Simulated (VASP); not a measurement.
Energy against volume of SrTiO₃ (cubic perovskite). All values below come from PBE GGA with D3 dispersion (Becke-Johnson damping), VASP's PBE PAW potentials (set 64) (plane waves; VASP). Run with 520 eV cut-off, 6×6×6 Γ-centred mesh, Gaussian smearing of 0.050 eV, potentials Sr_sv Ti_sv O.

```csv
V (Å³/atom),E (eV/atom)
11.639,-8.27447
11.999,-8.28115
12.359,-8.27585
12.719,-8.26039
```

**Question.** Fit these four points and predict the energy of the run at 11.279 Å³/atom.

**Answer.** A cubic in V^(−2/3), the third-order Birch-Murnaghan form, passes through the four points with V0 = 12.01 Å³/atom and B0 = 177 GPa, and gives -8.2537 eV/atom there. The run gave -8.2537 eV/atom, -0.0 meV/atom from the fit; all five points give B0 = 177 GPa.

The compound is SrTiO3 in the cubic perovskite structure, the ideal cubic form; the compound distorts at low or room temperature. It was relaxed first.
